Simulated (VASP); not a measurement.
Output of a VASP run:

OUTCAR:
```
 ion  position               nearest neighbor table
   1  0.000  0.000  0.000-
  LATTYP: Found a body centered cubic cell.
 ALAT       =     4.3452000000
 Subroutine PRICEL returns:
 Original cell was already a primitive cell.
 Subroutine GETGRP returns: Found 48 space group operations
The static configuration has the point symmetry O_h .
The dynamic configuration has the point symmetry O_h .
 Subroutine INISYM returns: Found 48 space group operations
 Subroutine IBZKPT returns following result:
 Found     56 irreducible k-points:

 Following reciprocal coordinates:
            Coordinates               Weight
  0.000000  0.000000  0.000000      1.000000
  0.090909  0.000000  0.000000     12.000000
  0.181818  0.000000  0.000000     12.000000
  0.272727  0.000000  0.000000     12.000000
  0.363636  0.000000  0.000000     12.000000
  0.454545  0.000000  0.000000     12.000000
  0.090909  0.090909  0.000000     24.000000
  0.181818  0.090909  0.000000     48.000000
  0.272727  0.090909  0.000000     48.000000
  0.363636  0.090909  0.000000     48.000000
  0.454545  0.090909 -0.000000     24.000000
  0.181818  0.181818  0.000000     24.000000
  0.272727  0.181818  0.000000     48.000000
  0.363636  0.181818  0.000000     48.000000
  0.272727  0.272727  0.000000     24.000000
  0.363636  0.272727  0.000000     24.000000
  0.090909  0.090909  0.090909      8.000000
  0.181818  0.090909  0.090909     24.000000
  0.272727  0.090909  0.090909     24.000000
  0.363636  0.090909  0.090909     24.000000
 -0.090909  0.090909  0.090909      6.000000
  0.181818  0.181818  0.090909     24.000000
  0.272727  0.181818  0.090909     48.000000
  0.363636  0.181818  0.090909     24.000000
 -0.181818  0.181818  0.090909     24.000000
  0.272727  0.272727  0.090909     24.000000
 -0.272727  0.272727  0.090909     24.000000
 -0.181818  0.272727  0.090909     24.000000
 -0.363636  0.363636  0.090909     24.000000
 -0.272727  0.363636  0.090909     48.000000
 -0.454545  0.454545  0.090909     24.000000
 -0.363636  0.454545  0.090909     48.000000
 -0.272727  0.454545  0.090909     24.000000
 -0.454545 -0.454545  0.090909     24.000000
 -0.363636 -0.454545  0.090909     48.000000
 -0.363636 -0.363636  0.090909      8.000000
  0.181818  0.181818  0.181818      8.000000
  0.272727  0.181818  0.181818     24.000000
 -0.181818  0.181818  0.181818      6.000000
  0.272727  0.272727  0.181818      8.000000
   k-points           NKPTS =     56   k-points in BZ     NKDIM =     56   number of bands    NBANDS=      7
   number of dos      NEDOS =    301   number of ions     NIONS =      1
   total plane-waves  NPLWV =  46656
   dimension x,y,z NGX =    36 NGY =   36 NGZ =   36
   dimension x,y,z NGXF=    72 NGYF=   72 NGZF=   72
   ions per type =               1
   PREC   = accura    normal or accurate (medium, high low for compatibility)
   ISTART =      0    job   : 0-new  1-cont  2-samecut
   ICHARG =      2    charge: 1-file 2-atom 10-const
   ISPIN  =      1    spin polarized calculation?
   LNONCOLLINEAR =      F non collinear calculations
   LSORBIT =      F    spin-orbit coupling
   INIWAV =      1    electr: 0-lowe 1-rand  2-diag
   ENCUT  =  800.0 eV  58.80 Ry    7.67 a.u.   8.68  8.68  8.68*2*pi/ulx,y,z
   NELM   =    100;   NELMIN=  2; NELMDL= -5     # of ELM steps
   EDIFF  = 0.1E-05   stopping-criterion for ELM
   LREAL  =      F    real-space projection
   NLSPLINE    = F    spline interpolate recip. space projectors
   LMAXMIX     =    2 max onsite mixed and CHGCAR
   VOSKOWN=      0    Vosko Wilk Nusair interpolation
   EDIFFG = 0.1E-04   stopping-criterion for IOM
   NSW    =      0    number of steps for IOM
   NBLOCK =      1;   KBLOCK =      1    inner block; outer block
   IBRION =     -1    ionic relax: 0-MD 1-quasi-New 2-CG
   NFREE  =      0    steps in history (QN), initial steepest desc. (CG)
...
```

### OSZICAR
```
       N       E                     dE             d eps       ncg     rms          rms(c)
DAV:   1     0.264211755159E+02    0.26421E+02   -0.46199E+03   784   0.114E+03
DAV:   2    -0.706967406025E+00   -0.27128E+02   -0.27096E+02   812   0.154E+02
DAV:   3    -0.130110635256E+01   -0.59414E+00   -0.59414E+00  1078   0.330E+01
DAV:   4    -0.130474574101E+01   -0.36394E-02   -0.36394E-02   973   0.237E+00
DAV:   5    -0.130479663352E+01   -0.50893E-04   -0.50893E-04  1036   0.237E-01    0.201E-01
DAV:   6    -0.130460365013E+01    0.19298E-03   -0.55420E-04   924   0.379E-01    0.136E-01
DAV:   7    -0.130446494174E+01    0.13871E-03   -0.11906E-03   819   0.475E-01    0.153E-02
DAV:   8    -0.130445625964E+01    0.86821E-05   -0.55119E-05  1050   0.166E-01    0.242E-03
DAV:   9    -0.130445683834E+01   -0.57870E-06   -0.20208E-07   497   0.721E-03
   1 F= -.13044568E+01 E0= -.13043611E+01  d E =-.287219E-03
```

**OUTCAR**
```
------------------------ aborting loop because EDIFF is reached ----------------------------------------
  FORCE on cell =-STRESS in cart. coord.  units (eV):
  Direction    XX          YY          ZZ          XY          YZ          ZX
  --------------------------------------------------------------------------------------
  Total       -0.1737645     -0.1737645     -0.1737645      0.0000000      0.0000000      0.0000000
  in kB       -6.7869132     -6.7869132     -6.7869132      0.0000000      0.0000000      0.0000000
  external PRESSURE =      -6.7869132 kB  Pullay stress =       0.0000000 kB
  volume of cell :       41.02
      direct lattice vectors                 reciprocal lattice vectors
    -2.172600000  2.172600000  2.172600000     0.000000000  0.230139004  0.230139004
     2.172600000 -2.172600000  2.172600000     0.230139004  0.000000000  0.230139004
     2.172600000  2.172600000 -2.172600000     0.230139004  0.230139004  0.000000000
 POSITION                                       TOTAL-FORCE (eV/Angst)
 -----------------------------------------------------------------------------------
      0.00000      0.00000      0.00000        -0.000000     -0.000000      0.000000
 -----------------------------------------------------------------------------------
    total drift:                               -0.000000     -0.000000      0.000000
  FREE ENERGIE OF THE ION-ELECTRON SYSTEM (eV)
  ---------------------------------------------------
  free  energy   TOTEN  =        -1.3044568383 eV

  energy  without entropy=       -1.3041696193  energy(sigma->0) =       -1.30436110
```
(Selected blocks of OUTCAR.)

### POSCAR
```
Na
1
   -2.1726000000     2.1726000000     2.1726000000
    2.1726000000    -2.1726000000     2.1726000000
    2.1726000000     2.1726000000    -2.1726000000
Na
1
Direct
  0.0000000000   0.0000000000   0.0000000000
```

Problem. Write an INCAR and KPOINTS that could have produced this output.

Solution. One answer among several that fit: the input of the run itself, PBE GGA, plane waves, VASP's PBE PAW potentials (set 64).

### INCAR
```
# general
SYSTEM = Na
PREC   = Accurate
ENCUT  = 800
LREAL  = .False.
LASPH  = .True.

# electronic loop
EDIFF  = 1E-6
NELM   = 100
ALGO   = Normal

# smearing
ISMEAR = 1
SIGMA  = 0.1

# functional
GGA    = PE

# ions
ISIF   = 2

# output
LWAVE  = .False.
LCHARG = .False.
```

**KPOINTS**
```
Automatic mesh
0
Gamma
11 11 11
0 0 0
```

POTCAR, in this order: Na_pv (PBE.64 set). Program: vasp_std.

The compound is Na in the bcc structure. The cell was not relaxed at this level. The run is one of a series of settings (ENCUT = 800 against the base run), some of them coarse on purpose.
